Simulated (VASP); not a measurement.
Data:

```
CoSi2
1.0
    0.00000     2.73360     2.73360
    2.73360     0.00000     2.73360
    2.73360     2.73360     0.00000
Co Si
1 2
Direct
  0.00000   0.00000   0.00000
  0.25000   0.25000   0.25000
  0.75000   0.75000   0.75000
```

Calculation: PBE GGA, VASP's PBE PAW potentials (set 64) (plane waves; VASP). Settings: 400 eV cut-off, 7×7×7 Γ-centred mesh, first-order Methfessel-Paxton smearing of 0.10 eV, potentials Co Si.

Q: Give the stress tensor in GPa (positive for a compressed cell).

A: 
```
-9.59   0.00   0.00
 0.00  -9.59   0.00
 0.00   0.00  -9.59
```
The pressure is its mean diagonal, -9.59 GPa.

The compound is CoSi2 in the fluorite structure. The cell was not relaxed at this level. The run is not spin-polarised, so no magnetic state was tried. The electron count is odd and the run is not spin-polarised, which forces a metal.
